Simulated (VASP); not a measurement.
Input for VASP

KPOINTS:
```
Automatic mesh
0
Gamma
5 5 3
0 0 0
```

INCAR:
```
SYSTEM = MgI2
PREC = Accurate
ENCUT = 400
EDIFF = 1E-6
NELM = 60
ALGO = VeryFast
LREAL = .FALSE.
LASPH = .TRUE.
ISMEAR = 0
SIGMA = 0.05
GGA = PE
LMAXMIX = 4
LWAVE = .FALSE.
LCHARG = .FALSE.
ISIF = 2
NELMDL = -1
```

POSCAR:
```
MgI2
1
    2.1165000000    -3.6658850000     0.0000000000
    2.1165000000     3.6658850000     0.0000000000
    0.0000000000     0.0000000000     6.9972000000
Mg I
1 2
Direct
  0.0000000000   0.0000000000   0.0000000000
  0.3333330000   0.6666670000   0.2420000000
  0.6666670000   0.3333330000   0.7580000000
```

POTCAR, in this order: Mg I (PBE.64 set). Program: vasp_std.

Output

File standard output:
```
...
RMM:  21     0.387112904569E+03   -0.54202E+00   -0.74013E+00   568   0.336E+01    0.242E+02
RMM:  22     0.387127135253E+03    0.14231E-01   -0.39326E+00   568   0.325E+01    0.246E+02
RMM:  23     0.387914490423E+03    0.78736E+00   -0.20647E+00   567   0.319E+01    0.256E+02
RMM:  24     0.388103114946E+03    0.18862E+00    0.52723E-02   570   0.308E+01    0.258E+02
RMM:  25     0.387945188749E+03   -0.15793E+00   -0.71496E-01   570   0.299E+01    0.269E+02
RMM:  26     0.388210405827E+03    0.26522E+00    0.24410E-01   569   0.292E+01    0.268E+02
RMM:  27     0.387357980614E+03   -0.85243E+00   -0.25923E+00   568   0.285E+01    0.295E+02
RMM:  28     0.387240872562E+03   -0.11711E+00   -0.12592E+00   572   0.277E+01    0.299E+02
RMM:  29     0.387016051129E+03   -0.22482E+00   -0.19894E+00   573   0.271E+01    0.310E+02
RMM:  30     0.386894124265E+03   -0.12193E+00   -0.12595E+00   576   0.264E+01    0.315E+02
RMM:  31     0.386723852995E+03   -0.17027E+00   -0.16288E+00   574   0.259E+01    0.325E+02
RMM:  32     0.386614131884E+03   -0.10972E+00   -0.90245E-01   576   0.254E+01    0.332E+02
RMM:  33     0.386764158246E+03    0.15003E+00   -0.64090E-01   568   0.249E+01    0.339E+02
RMM:  34     0.386793546685E+03    0.29388E-01   -0.10104E-01   573   0.244E+01    0.345E+02
RMM:  35     0.386815599669E+03    0.22053E-01   -0.51414E-01   573   0.240E+01    0.352E+02
RMM:  36     0.386964472477E+03    0.14887E+00    0.26296E-01   568   0.235E+01    0.357E+02
RMM:  37     0.386950963150E+03   -0.13509E-01   -0.53097E-01   573   0.231E+01    0.368E+02
RMM:  38     0.387151493185E+03    0.20053E+00    0.32135E-01   568   0.227E+01    0.365E+02
RMM:  39     0.387245210471E+03    0.93717E-01   -0.38415E-01   568   0.224E+01    0.356E+02
RMM:  40     0.387529023614E+03    0.28381E+00    0.52602E-01   568   0.221E+01    0.344E+02
RMM:  41     0.388007133048E+03    0.47811E+00   -0.51923E-01   566   0.221E+01    0.312E+02
RMM:  42     0.388648172736E+03    0.64104E+00   -0.23512E-01   568   0.221E+01    0.283E+02
RMM:  43     0.389190360722E+03    0.54219E+00   -0.11642E+00   567   0.222E+01    0.252E+02
RMM:  44     0.389807920672E+03    0.61756E+00   -0.71144E-01   568   0.224E+01    0.228E+02
RMM:  45     0.390265941732E+03    0.45802E+00   -0.22046E+00   567   0.229E+01    0.198E+02
RMM:  46     0.390795512172E+03    0.52957E+00   -0.16321E+00   569   0.237E+01    0.174E+02
RMM:  47     0.391162448379E+03    0.36694E+00   -0.33160E+00   571   0.254E+01    0.136E+02
RMM:  48     0.391466448009E+03    0.30400E+00    0.15970E+00   571   0.246E+01    0.135E+02
RMM:  49     0.391492209774E+03    0.25762E-01   -0.17294E+00   568   0.249E+01    0.111E+02
RMM:  50     0.391644190488E+03    0.15198E+00    0.25087E-01   568   0.250E+01    0.101E+02
RMM:  51     0.391679209586E+03    0.35019E-01   -0.16056E-01   572   0.246E+01    0.861E+01
RMM:  52     0.391904219349E+03    0.22501E+00    0.27560E+00   566   0.230E+01    0.159E+02
RMM:  53     0.391995264089E+03    0.91045E-01    0.12442E+00   568   0.220E+01    0.165E+02
RMM:  54     0.392125235653E+03    0.12997E+00    0.73591E-01   568   0.217E+01    0.158E+02
RMM:  55     0.392096904152E+03   -0.28332E-01   -0.14293E+00   562   0.224E+01    0.104E+02
RMM:  56     0.392206631827E+03    0.10973E+00    0.82310E-01   568   0.221E+01    0.833E+01
RMM:  57     0.392280057183E+03    0.73425E-01    0.73420E-01   572   0.214E+01    0.738E+01
RMM:  58     0.392334948457E+03    0.54891E-01    0.40510E-01   568   0.212E+01    0.475E+01
RMM:  59     0.392382640153E+03    0.47692E-01    0.41595E-01   568   0.208E+01    0.334E+01
RMM:  60     0.392413920908E+03    0.31281E-01    0.24506E-01   568   0.205E+01

 -----------------------------------------------------------------------------
|                                                                             |
|           W    W    AA    RRRRR   N    N  II  N    N   GGGG   !!!           |
|           W    W   A  A   R    R  NN   N  II  NN   N  G    G  !!!           |
|           W    W  A    A  R    R  N N  N  II  N N  N  G       !!!           |
|           W WW W  AAAAAA  RRRRR   N  N N  II  N  N N  G  GGG   !            |
|           WW  WW  A    A  R   R   N   NN  II  N   NN  G    G                |
|           W    W  A    A  R    R  N    N  II  N    N   GGGG   !!!           |
|                                                                             |
|     The electronic self-consistency was not achieved in the given           |
|     number of steps (NELM). The forces and other quantities evaluated       |
|     might not be reliable so examine the results carefully. If you find     |
|     spurious results, we suggest increasing NELM, if you were close to      |
|     convergence or switching to a different ALGO or adjusting the           |
|     density mixing parameters otherwise.                                    |
|                                                                             |
 -----------------------------------------------------------------------------

   1 F= 0.39241392E+03 E0= 0.39241495E+03  d E =-.205691E-02
```

### OUTCAR
```
------------------------ aborting loop EDIFF was not reached (unconverged)  ----------------------------
  FORCE on cell =-STRESS in cart. coord.  units (eV):
  Direction    XX          YY          ZZ          XY          YZ          ZX
  --------------------------------------------------------------------------------------
  Total      147.4548940    147.4548510    142.3066118      0.0000000     -0.0000000     -0.0000000
  in kB     2175.7970362   2175.7964020   2099.8306379      0.0000000     -0.0000000     -0.0000000
  external PRESSURE =    2150.4746920 kB  Pullay stress =       0.0000000 kB
  volume of cell :      108.58
      direct lattice vectors                 reciprocal lattice vectors
     2.116500000 -3.665885000  0.000000000     0.236239074 -0.136392713  0.000000000
     2.116500000  3.665885000  0.000000000     0.236239074  0.136392713  0.000000000
     0.000000000  0.000000000  6.997200000     0.000000000  0.000000000  0.142914309
 POSITION                                       TOTAL-FORCE (eV/Angst)
 -----------------------------------------------------------------------------------
      0.00000      0.00000      0.00000         0.000000     -0.000000      0.000000
      2.11650      1.22196      1.69332         0.000000     -0.000000      8.742004
      2.11650     -1.22196      5.30388        -0.000000      0.000000     -8.742004
 -----------------------------------------------------------------------------------
    total drift:                               -0.000000     -0.000000      0.000000
  FREE ENERGIE OF THE ION-ELECTRON SYSTEM (eV)
  ---------------------------------------------------
  free  energy   TOTEN  =       392.4139209082 eV

  energy  without entropy=      392.4159778224  energy(sigma->0) =      392.41494937
```
(Selected blocks of OUTCAR.)

Problem. From input and log, find the fault in this run and mend it.

Solution. The cause: ALGO = VeryFast starts from random orbitals with almost no delay (NELMDL = -1). The run did not converge; its last values are not results. Against the sound run, the energy per atom (σ→0) goes up by 133.374 eV/atom; the pressure rises by 215.47 GPa; the largest force goes up by 8.523 eV/Å. To mend it, set ALGO = Normal, remove NELMDL.

The mended run (PBE GGA, plane waves, VASP's PBE PAW potentials (set 64)) converges, and its OSZICAR ends with
```
   1 F= -.77058520E+01 E0= -.77058520E+01  d E =-.909084E-12
```

The compound is MgI2 in the 1T layered structure. The cell was not relaxed at this level.
